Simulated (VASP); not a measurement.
An input for Quantum ESPRESSO's pw.x (written as the equivalent of a VASP run, and not itself run):

```
&CONTROL
  calculation = 'vc-relax'
  pseudo_dir = './pseudo'
  outdir = './out'
  tprnfor = .true.
  tstress = .true.
  nstep = 60
  forc_conv_thr = 0.00078
/
&SYSTEM
  ibrav = 0
  nat = 8
  ntyp = 3
  ecutwfc = 84
  occupations = 'smearing'
  smearing = 'gaussian'
  degauss = 0.003675
  input_dft = 'pbesol'
/
&ELECTRONS
  conv_thr = 7.3e-08
  electron_maxstep = 100
/
&IONS
/
&CELL
/
ATOMIC_SPECIES
  In 114.818 In.upf
  Ga 69.723 Ga.upf
  N 14.007 N.upf
CELL_PARAMETERS angstrom
     1.6320713   -2.8268299   -0.0000000
     1.6320713    2.8268299    0.0000000
     0.0000000    0.0000000   10.7071913
ATOMIC_POSITIONS crystal
  In   0.6666670  0.3333330  0.2514760
  Ga   0.3333330  0.6666670  0.9902396
  Ga   0.6666670  0.3333330  0.7509767
  Ga   0.3333330  0.6666670  0.5114544
  N    0.6666670  0.3333330  0.4540702
  N    0.3333330  0.6666670  0.1696354
  N    0.6666670  0.3333330  0.9327745
  N    0.3333330  0.6666670  0.6933732
K_POINTS automatic
  7 7 2 0 0 0
```

Problem. Translate this input to VASP (INCAR, KPOINTS, POSCAR, choice of POTCAR).

Solution. This is not unique; one that fits is 
**POSCAR**
```
Ga3InN4
1
    1.6320712583    -2.8268299260    -0.0000000000
    1.6320712583     2.8268299260     0.0000000000
    0.0000000000     0.0000000000    10.7071912840
In Ga N
1 3 4
Direct
  0.6666670000   0.3333330000   0.2514759853
  0.3333330000   0.6666670000   0.9902395761
  0.6666670000   0.3333330000   0.7509767319
  0.3333330000   0.6666670000   0.5114544079
  0.6666670000   0.3333330000   0.4540702021
  0.3333330000   0.6666670000   0.1696353799
  0.6666670000   0.3333330000   0.9327745499
  0.3333330000   0.6666670000   0.6933731670
```

INCAR:
```
LCHARG = .False.
GGA = PS   ! PBEsol
IBRION = 2   ! conjugate gradients
PREC = Accurate
ISMEAR = 0
ENCUT = 520   ! plane-wave cut-off (eV)
LREAL = .False.
SYSTEM = Ga3InN4
LWAVE = .False.
EDIFF = 1E-6
NELM = 100
LMAXMIX = 4   ! l cut-off of mixed one-centre charges
NSW = 60
SIGMA = 0.05   ! width (eV)
ISIF = 3
LASPH = .True.
EDIFFG = -0.02   ! ionic stop
ALGO = Normal   ! blocked Davidson
```

KPOINTS:
```
Automatic mesh
0
Gamma
7 7 2
0 0 0
```

POTCAR, in this order: In_d Ga_d N (PBE.64 set). Program: vasp_std.

Limits of the translation: the potentials are each code's own (VASP's PAW set, PseudoDojo norm-conserving files in pw.x), so ENCUT and ecutwfc are chosen apart and not converted; conv_thr bounds pw.x's estimated SCF error, while EDIFF bounds the energy change between steps; forc_conv_thr acts on force components and is met together with etot_conv_thr.

The structure was generated: Ga3InN4 was put into an ordered model structure (P3m1), which need not be its known phase. It was relaxed first. The start is the result of an earlier pass.
